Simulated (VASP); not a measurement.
Input for VASP

### KPOINTS
```
Automatic mesh
0
Gamma
9 9 9
0 0 0
```

**POSCAR**
```
NiSi2
1
    0.0000000000     2.6949412397     2.6949412397
    2.6949412397    -0.0000000000     2.6949412397
    2.6949412397     2.6949412397     0.0000000000
Si Ni
2 1
Direct
  0.2500000000   0.2500000000   0.2500000000
  0.7500000000   0.7500000000   0.7500000000
  0.0000000000   0.0000000000   0.0000000000
```

INCAR:
```
AGGAC  =  0.0
ALGO  =  Normal
EDIFF  =  1E-6
EDIFFG  =  -0.02
ENCUT  =  520
GGA  =  MK
IBRION  =  2
ISIF  =  3
ISMEAR  =  1
LASPH  =  .TRUE.
LCHARG  =  .FALSE.
LMAXMIX  =  4
LREAL  =  .FALSE.
LUSE_VDW  =  .TRUE.
LWAVE  =  .FALSE.
NELM  =  100
NSW  =  60
PARAM1  =  0.1234
PARAM2  =  1.0
PREC  =  Accurate
SIGMA  =  0.1
SYSTEM  =  NiSi2
```

POTCAR, in this order: Si Ni (PBE.64 set). Program: vasp_std.

Question: Write an equivalent input for Quantum ESPRESSO's pw.x.

Answer: One equivalent input (not run):
```
&CONTROL
  calculation = 'vc-relax'
  pseudo_dir = './pseudo'
  outdir = './out'
  tprnfor = .true.
  tstress = .true.
  nstep = 60
  forc_conv_thr = 0.00078
/
&SYSTEM
  ibrav = 0
  nat = 3
  ntyp = 2
  ecutwfc = 98
  occupations = 'smearing'
  smearing = 'methfessel-paxton'
  degauss = 0.00735
  input_dft = 'vdw-df-ob86'
/
&ELECTRONS
  conv_thr = 7.3e-08
  electron_maxstep = 100
/
&IONS
/
&CELL
/
ATOMIC_SPECIES
  Si 28.085 Si.upf
  Ni 58.693 Ni.upf
CELL_PARAMETERS angstrom
     0.0000000    2.6949412    2.6949412
     2.6949412   -0.0000000    2.6949412
     2.6949412    2.6949412    0.0000000
ATOMIC_POSITIONS crystal
  Si   0.2500000  0.2500000  0.2500000
  Si   0.7500000  0.7500000  0.7500000
  Ni   0.0000000  0.0000000  0.0000000
K_POINTS automatic
  9 9 9 0 0 0
```
The two are equivalent in intent, not identical: the potentials are each code's own (VASP's PAW set, PseudoDojo norm-conserving files in pw.x), so ENCUT and ecutwfc are chosen apart and not converted; conv_thr bounds pw.x's estimated SCF error, while EDIFF bounds the energy change between steps; forc_conv_thr acts on force components and is met together with etot_conv_thr.

The compound is NiSi2 in the fluorite structure. This run relaxes it. Symmetry was kept, so distortions that lower it aren't found. The start is the result of an earlier pass.
